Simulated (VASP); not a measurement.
Input:

```xyz
2
Lattice="1.8158 -3.1451 0.0000 1.8158 3.1451 0.0000 0.0000 0.0000 5.6208" Properties=species:S:1:pos:R:3 pbc="T T T"
Er     1.8158     1.0484     1.4052
Er     1.8158    -1.0484     4.2156
```

The numbers are results of RPBE GGA, VASP's PBE PAW potentials (set 64) (plane waves; VASP), not measurements. Settings: 520 eV cut-off, Gaussian smearing of 0.050 eV, potentials Er_3.

The 4f electrons are frozen in the core of the lanthanide potential, so 4f levels, which can set the real gap, and their magnetism are missing.

### Question
Give the energies of bands 7 to 12 at the high-symmetry points, in eV from the Fermi level.

### Answer

| band | Γ | M | K | A | L | H |
|---|---|---|---|---|---|---|
| 7 | -5.37 | -2.06 | -0.85 | -3.79 | -1.89 | -0.54 |
| 8 | -2.12 | -1.28 | -0.85 | -3.79 | -1.89 | -0.54 |
| 9 | 0.91 | -0.80 | -0.70 | 1.12 | 0.12 | -0.41 |
| 10 | 1.93 | -0.25 | -0.52 | 1.12 | 0.12 | -0.41 |
| 11 | 1.94 | 1.56 | 1.21 | 1.83 | 1.38 | 0.41 |
| 12 | 2.42 | 1.60 | 1.21 | 1.83 | 1.38 | 0.41 |

It has no gap at this level: it comes out as a metal or semimetal.

The compound is Er in the hcp structure. It was relaxed first.
